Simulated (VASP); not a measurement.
Given:

```xyz
3
Lattice="0.0000 3.3253 3.3253 3.3253 0.0000 3.3253 3.3253 3.3253 0.0000" Properties=species:S:1:pos:R:3 pbc="T T T"
Na     1.6626     1.6626     1.6626
Na     4.9879     4.9879     4.9879
S      0.0000     0.0000     0.0000
```

These are optB88-vdW, VASP's PBE PAW potentials (set 64) (plane waves; VASP) values and carry that method's errors. Numerical set-up: 520 eV cut-off, 6×6×6 Γ-centred mesh, Gaussian smearing of 0.050 eV, potentials Na_pv S.

Task: Give the stress tensor in GPa (positive for a compressed cell).

Result: 
```
-1.64   0.00   0.00
 0.00  -1.64   0.00
 0.00   0.00  -1.64
```
The pressure is its mean diagonal, -1.64 GPa.

The compound is Na2S in the antifluorite structure. This cell is one point of a volume scan, at 1.06 of the reference volume.
